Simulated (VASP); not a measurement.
Output of a VASP run:

### OUTCAR
```
 ion  position               nearest neighbor table
   1  0.333  0.667  0.250-   6 2.45   6 2.45   6 2.45   5 2.59   5 2.59   3 2.77   4 2.77   4 2.77
                             3 2.77   4 2.77   3 2.77
   2  0.667  0.333  0.750-   5 2.45   5 2.45   5 2.45   6 2.59   6 2.59   3 2.77   4 2.77   3 2.77
                             4 2.77   3 2.77   4 2.77
   3  0.000  0.000  0.000-   4 2.59   4 2.59   1 2.77   5 2.77   6 2.77   2 2.77   1 2.77   5 2.77
                             2 2.77   6 2.77   2 2.77   6 2.77   1 2.77   5 2.77
   4  0.000  0.000  0.500-   3 2.59   3 2.59   1 2.77   5 2.77   6 2.77   2 2.77   1 2.77   5 2.77
                             2 2.77   6 2.77   2 2.77   6 2.77   1 2.77   5 2.77
   5  0.333  0.667  0.750-   2 2.45   2 2.45   2 2.45   1 2.59   1 2.59   3 2.77   4 2.77   4 2.77
                             3 2.77   4 2.77   3 2.77
   6  0.667  0.333  0.250-   1 2.45   1 2.45   1 2.45   2 2.59   2 2.59   3 2.77   4 2.77   3 2.77
                             4 2.77   3 2.77   4 2.77
  LATTYP: Found a hexagonal cell.
 ALAT       =     4.2352250000
 C/A-ratio  =     1.2252744541
 Subroutine PRICEL returns:
 Original cell was already a primitive cell.
 Subroutine GETGRP returns: Found 24 space group operations
The static configuration has the point symmetry D_3d.
 The point group associated with its full space group is D_6h.
The dynamic configuration has the point symmetry D_3d.
 Subroutine INISYM returns: Found 24 space group operations
 Subroutine IBZKPT returns following result:
 Found     21 irreducible k-points:

 Following reciprocal coordinates:
            Coordinates               Weight
  0.000000  0.000000  0.000000      1.000000
  0.166667 -0.000000  0.000000      6.000000
  0.333333  0.000000  0.000000      6.000000
  0.500000  0.000000  0.000000      3.000000
  0.166667  0.166667  0.000000      6.000000
  0.333333  0.166667  0.000000     12.000000
  0.333333  0.333333  0.000000      2.000000
  0.000000  0.000000  0.200000      2.000000
  0.166667 -0.000000  0.200000     12.000000
  0.333333  0.000000  0.200000     12.000000
  0.500000  0.000000  0.200000      6.000000
  0.166667  0.166667  0.200000     12.000000
  0.333333  0.166667  0.200000     24.000000
  0.333333  0.333333  0.200000      4.000000
  0.000000  0.000000  0.400000      2.000000
  0.166667 -0.000000  0.400000     12.000000
  0.333333  0.000000  0.400000     12.000000
  0.500000  0.000000  0.400000      6.000000
  0.166667  0.166667  0.400000     12.000000
  0.333333  0.166667  0.400000     24.000000
  0.333333  0.333333  0.400000      4.000000
   k-points           NKPTS =     21   k-points in BZ     NKDIM =     21   number of bands    NBANDS=     36
   number of dos      NEDOS =    301   number of ions     NIONS =      6
   total plane-waves  NPLWV =  17280
   dimension x,y,z NGX =    24 NGY =   24 NGZ =   30
   dimension x,y,z NGXF=    48 NGYF=   48 NGZF=   60
   ions per type =               2   4
   PREC   = accura    normal or accurate (medium, high low for compatibility)
   ISTART =      0    job   : 0-new  1-cont  2-samecut
   ICHARG =      2    charge: 1-file 2-atom 10-const
   ISPIN  =      1    spin polarized calculation?
   LNONCOLLINEAR =      F non collinear calculations
   LSORBIT =      F    spin-orbit coupling
   INIWAV =      1    electr: 0-lowe 1-rand  2-diag
   ENCUT  =  300.0 eV  22.05 Ry    4.70 a.u.   5.98  5.98  7.33*2*pi/ulx,y,z
   NELM   =    100;   NELMIN=  2; NELMDL= -5     # of ELM steps
   EDIFF  = 0.1E-05   stopping-criterion for ELM
   LREAL  =      F    real-space projection
   NLSPLINE    = F    spline interpolate recip. space projectors
   LMAXMIX     =    4 max onsite mixed and CHGCAR
   VOSKOWN=      0    Vosko Wilk Nusair interpolation
   EDIFFG = 0.1E-04   stopping-criterion for IOM
   NSW    =      0    number of steps for IOM
   NBLOCK =      1;   KBLOCK =      1    inner block; outer block
   IBRION =     -1    ionic relax: 0-MD 1-quasi-New 2-CG
   NFREE  =      0    steps in history (QN), initial steepest desc. (CG)
   ISIF   =      2    stress and relaxation
   ISYM   =      2    0-nonsym 1-usesym 2-fastsym
   TEIN   =    0.0    initial temperature
   TEBEG  =    0.0;   TEEND  =   0.0 temperature during run
   SMASS  =  -3.00    Nose mass-parameter (am)
   PSTRESS=    0.0 pullay stress
...
```

OSZICAR:
```
       N       E                     dE             d eps       ncg     rms          rms(c)
DAV:   1     0.492358510635E+03    0.49236E+03   -0.24804E+04  1568   0.118E+03
DAV:   2    -0.981072732838E+01   -0.50217E+03   -0.49124E+03  1852   0.496E+02
DAV:   3    -0.510583496265E+02   -0.41248E+02   -0.40335E+02  2672   0.986E+01
DAV:   4    -0.532030878467E+02   -0.21447E+01   -0.21144E+01  2400   0.217E+01
DAV:   5    -0.533349080175E+02   -0.13182E+00   -0.12930E+00  2452   0.518E+00    0.225E+01
DAV:   6    -0.512501706570E+02    0.20847E+01   -0.70500E+00  2088   0.162E+01    0.891E+00
DAV:   7    -0.511935951795E+02    0.56575E-01   -0.12648E+00  2512   0.665E+00    0.301E+00
DAV:   8    -0.512004249473E+02   -0.68298E-02   -0.19868E-01  2212   0.281E+00    0.132E+00
DAV:   9    -0.512006882095E+02   -0.26326E-03   -0.59486E-02  2360   0.205E+00    0.491E-01
DAV:  10    -0.511993845147E+02    0.13037E-02   -0.12884E-02  2180   0.100E+00    0.230E-01
DAV:  11    -0.511993694103E+02    0.15104E-04   -0.17527E-03  2040   0.337E-01    0.369E-02
DAV:  12    -0.511993654078E+02    0.40024E-05   -0.14434E-04  2460   0.819E-02    0.175E-02
DAV:  13    -0.511993603594E+02    0.50485E-05   -0.11679E-05  2204   0.277E-02    0.536E-03
DAV:  14    -0.511993602042E+02    0.15514E-06   -0.49341E-07  1160   0.611E-03
   1 F= -.51199360E+02 E0= -.51112358E+02  d E =-.174005E+00
```

File OUTCAR:
```
------------------------ aborting loop because EDIFF is reached ----------------------------------------
  FORCE on cell =-STRESS in cart. coord.  units (eV):
  Direction    XX          YY          ZZ          XY          YZ          ZX
  --------------------------------------------------------------------------------------
  Total       29.4726089     29.4726018     20.3934270      0.0000040      0.0000000      0.0000000
  in kB      585.7816226    585.7814819    405.3287163      0.0000799      0.0000000      0.0000000
  external PRESSURE =     525.6306069 kB  Pullay stress =       0.0000000 kB
  volume of cell :       80.61
      direct lattice vectors                 reciprocal lattice vectors
     4.235225000  0.000000000  0.000000000     0.236114964  0.136321022  0.000000000
    -2.117612000  3.667812000  0.000000000     0.000000000  0.272642109  0.000000000
     0.000000000  0.000000000  5.189313000     0.000000000  0.000000000  0.192703736
 POSITION                                       TOTAL-FORCE (eV/Angst)
 -----------------------------------------------------------------------------------
     -0.00000      2.44521      1.29733        -0.000000      0.000000      0.000000
      2.11761      1.22260      3.89198        -0.000000     -0.000000      0.000000
      0.00000      0.00000      0.00000        -0.000000     -0.000000      0.000000
      0.00000      0.00000      2.59466        -0.000000     -0.000000      0.000000
     -0.00000      2.44521      3.89198         0.000000      0.000000      0.000000
      2.11761      1.22260      1.29733         0.000000     -0.000000      0.000000
 -----------------------------------------------------------------------------------
    total drift:                                0.002284     -0.001319      0.001800
  FREE ENERGIE OF THE ION-ELECTRON SYSTEM (eV)
  ---------------------------------------------------
  free  energy   TOTEN  =       -51.1993602042 eV

  energy  without entropy=      -51.0253548899  energy(sigma->0) =      -51.11235755
```
(Selected blocks of OUTCAR.)

POSCAR:
```
Nb2Si
1
    4.2352250000     0.0000000000     0.0000000000
   -2.1176120000     3.6678120000     0.0000000000
    0.0000000000     0.0000000000     5.1893130000
Si Nb
2 4
Direct
  0.3333330000   0.6666670000   0.2500000000
  0.6666670000   0.3333330000   0.7500000000
  0.0000000000   0.0000000000   0.0000000000
  0.0000000000   0.0000000000   0.5000000000
  0.3333330000   0.6666670000   0.7500000000
  0.6666670000   0.3333330000   0.2500000000
```

Q: Reconstruct the remaining input files.

A: This is not unique; one that fits is the input of the run itself, PBE GGA, plane waves, VASP's PBE PAW potentials (set 64).

KPOINTS:
```
Regular mesh
0
Gamma
 6 6 5
```

**INCAR**
```
# general
SYSTEM  = Nb2Si
PREC    = Accurate
ENCUT   = 300
LREAL   = .FALSE.
LASPH   = .TRUE.

# electronic loop
EDIFF   = 1E-6
NELM    = 100
ALGO    = Normal
LMAXMIX = 4

# smearing
ISMEAR  = 0
SIGMA   = 0.272

# functional
GGA     = PE

# ions
ISIF    = 2

# output
LWAVE   = .FALSE.
LCHARG  = .FALSE.
```

POTCAR, in this order: Si Nb_sv (PBE.64 set). Program: vasp_std.

At this cut-off the stress carries a Pulay error, which pulls relaxed volumes low.

The structure was generated: Nb2Si was put into an ordered model structure, which need not be its known phase. The cell was not relaxed at this level.
